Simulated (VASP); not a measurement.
These are PBE GGA, VASP's PBE PAW potentials (set 64) (plane waves; VASP) values and carry that method's errors.

A VASP calculation is set up with these files.

KPOINTS:
```
Automatic mesh
0
Gamma
7 7 7
```

### POSCAR
```
SrTi3
1
    4.6330590000     0.0000000000     0.0000000000
    0.0000000000     4.6330590000     0.0000000000
    0.0000000000     0.0000000000     4.6330590000
Ti Sr
3 1
Direct
  0.0000000000   0.5000000000   0.5000000000
  0.5000000000   0.5000000000   0.0000000000
  0.5000000000   0.0000000000   0.5000000000
  0.0000000000   0.0000000000   0.0000000000
```

### INCAR
```
! general
SYSTEM  = SrTi3
PREC    = Accurate
ENCUT   = 300
LREAL   = .FALSE.
LASPH   = .TRUE.

! electronic loop
EDIFF   = 1E-6
NELM    = 100
ALGO    = Normal
LMAXMIX = 4

! smearing
ISMEAR  = -1
SIGMA   = 0.1

! functional
GGA     = PE

! ions
ISIF    = 2

! output
LWAVE   = .FALSE.
LCHARG  = .FALSE.
```

POTCAR, in this order: Ti_sv Sr_sv (PBE.64 set). Program: vasp_std.

What VASP printed:

**OSZICAR**
```
       N       E                     dE             d eps       ncg     rms          rms(c)
DAV:   1     0.439570456389E+03    0.43957E+03   -0.18460E+04  1096   0.134E+03
DAV:   2     0.333209525453E+02   -0.40625E+03   -0.40135E+03  1100   0.461E+02
DAV:   3    -0.211840778550E+02   -0.54505E+02   -0.53373E+02  1829   0.139E+02
DAV:   4    -0.274139341475E+02   -0.62299E+01   -0.61443E+01  1525   0.397E+01
DAV:   5    -0.278717279616E+02   -0.45779E+00   -0.45116E+00  1645   0.973E+00    0.388E+01
DAV:   6    -0.225397845852E+02    0.53319E+01   -0.66809E+01  1325   0.467E+01    0.686E+00
DAV:   7    -0.219771876745E+02    0.56260E+00   -0.80034E+00  1343   0.172E+01    0.625E+00
DAV:   8    -0.219545239200E+02    0.22664E-01   -0.76494E-01  1677   0.465E+00    0.231E+00
DAV:   9    -0.219553870973E+02   -0.86318E-03   -0.57489E-02  1466   0.134E+00    0.132E+00
DAV:  10    -0.219502042792E+02    0.51828E-02   -0.41922E-02  1484   0.879E-01    0.241E-01
DAV:  11    -0.219500945151E+02    0.10976E-03   -0.46821E-03  1470   0.399E-01    0.871E-02
DAV:  12    -0.219501144051E+02   -0.19890E-04   -0.54082E-04  1666   0.147E-01    0.637E-02
DAV:  13    -0.219501091235E+02    0.52817E-05   -0.96647E-05  1379   0.455E-02    0.192E-02
DAV:  14    -0.219501118028E+02   -0.26794E-05   -0.36549E-05  1325   0.144E-02    0.869E-03
DAV:  15    -0.219501149276E+02   -0.31247E-05   -0.29708E-05   924   0.503E-03    0.201E-03
DAV:  16    -0.219501196197E+02   -0.46922E-05   -0.37274E-05   813   0.314E-03    0.131E-03
DAV:  17    -0.219501245229E+02   -0.49032E-05   -0.42165E-05   764   0.185E-03    0.954E-04
DAV:  18    -0.219501287080E+02   -0.41851E-05   -0.37790E-05   765   0.165E-03    0.178E-04
DAV:  19    -0.219501317572E+02   -0.30492E-05   -0.28891E-05   724   0.107E-03    0.321E-04
DAV:  20    -0.219501336957E+02   -0.19385E-05   -0.18742E-05   690   0.686E-04    0.232E-04
DAV:  21    -0.219501348372E+02   -0.11415E-05   -0.11198E-05   684   0.580E-04    0.232E-04
DAV:  22    -0.219501354273E+02   -0.59015E-06   -0.58565E-06   684   0.420E-04
   1 F= -.21950135E+02 E0= -.21828374E+02  d E =-.243523E+00
```

OUTCAR:
```
------------------------ aborting loop because EDIFF is reached ----------------------------------------
  FORCE on cell =-STRESS in cart. coord.  units (eV):
  Direction    XX          YY          ZZ          XY          YZ          ZX
  --------------------------------------------------------------------------------------
  Total       -3.6117011     -3.6117011     -3.6117011      0.0000000      0.0000000      0.0000000
  in kB      -58.1860527    -58.1860527    -58.1860527      0.0000000      0.0000000      0.0000000
  external PRESSURE =     -58.1860527 kB  Pullay stress =       0.0000000 kB
  volume of cell :       99.45
      direct lattice vectors                 reciprocal lattice vectors
     4.633059000  0.000000000  0.000000000     0.215840118  0.000000000  0.000000000
     0.000000000  4.633059000  0.000000000     0.000000000  0.215840118  0.000000000
     0.000000000  0.000000000  4.633059000     0.000000000  0.000000000  0.215840118
 POSITION                                       TOTAL-FORCE (eV/Angst)
 -----------------------------------------------------------------------------------
      0.00000      2.31653      2.31653         0.000000      0.000000      0.000000
      2.31653      2.31653      0.00000         0.000000      0.000000      0.000000
      2.31653      0.00000      2.31653         0.000000      0.000000      0.000000
      0.00000      0.00000      0.00000         0.000000      0.000000      0.000000
 -----------------------------------------------------------------------------------
    total drift:                                0.000000      0.000000      0.000000
  FREE ENERGIE OF THE ION-ELECTRON SYSTEM (eV)
  ---------------------------------------------------
  free  energy   TOTEN  =       -21.9501354273 eV

  energy  without entropy=      -21.7066119585  energy(sigma->0) =      -21.82837369
```
(Selected blocks of OUTCAR.)

### OUTCAR
```
 val. band max:        4.9639655804   @ k =   0.4286   0.4286   0.0000

 cond. band min:       5.0115588641   @ k =   0.4286   0.1429   0.0000


 Fermi energy:         4.9910158695

 k-point     1 :       0.0000    0.0000    0.0000
  band No.  band energies     occupation
      1     -52.1935      2.00000
      2     -52.1671      2.00000
      3     -52.1671      2.00000
      4     -29.4777      2.00000
      5     -28.5162      2.00000
      6     -28.5162      2.00000
      7     -28.5162      2.00000
      8     -28.4680      2.00000
      9     -28.4680      2.00000
     10     -28.4680      2.00000
     11     -28.3246      2.00000
     12     -28.3246      2.00000
     13     -28.3246      2.00000
     14     -11.6200      2.00000
     15     -11.6200      2.00000
     16     -11.6200      2.00000
     17       0.0707      2.00000
     18       3.1726      2.00000
     19       3.1726      2.00000
     20       3.6265      2.00000
     21       4.0340      1.99986
     22       4.0340      1.99986
     23       4.0340      1.99986
     24       5.8396      0.00041
     25       5.8396      0.00041
     26       5.8396      0.00041
     27       6.8214      0.00000

 k-point     2 :       0.1429    0.0000    0.0000
  band No.  band energies     occupation
      1     -52.1924      2.00000
      2     -52.1682      2.00000
      3     -52.1671      2.00000
      4     -29.4796      2.00000
      5     -28.5130      2.00000
      6     -28.5130      2.00000
      7     -28.5096      2.00000
      8     -28.4690      2.00000
      9     -28.4690      2.00000
     10     -28.4681      2.00000
     11     -28.3295      2.00000
     12     -28.3269      2.00000
     13     -28.3269      2.00000
     14     -11.6372      2.00000
     15     -11.6209      2.00000
     16     -11.6209      2.00000
     17       0.2545      2.00000
     18       3.2198      2.00000
     19       3.2997      2.00000
     20       3.6855      2.00000
     21       4.1049      1.99972
...
```

At this cut-off the stress carries a Pulay error, which pulls relaxed volumes low.

The structure was generated: SrTi3 was put into an ordered model structure, which need not be its known phase. The cell was not relaxed at this level.
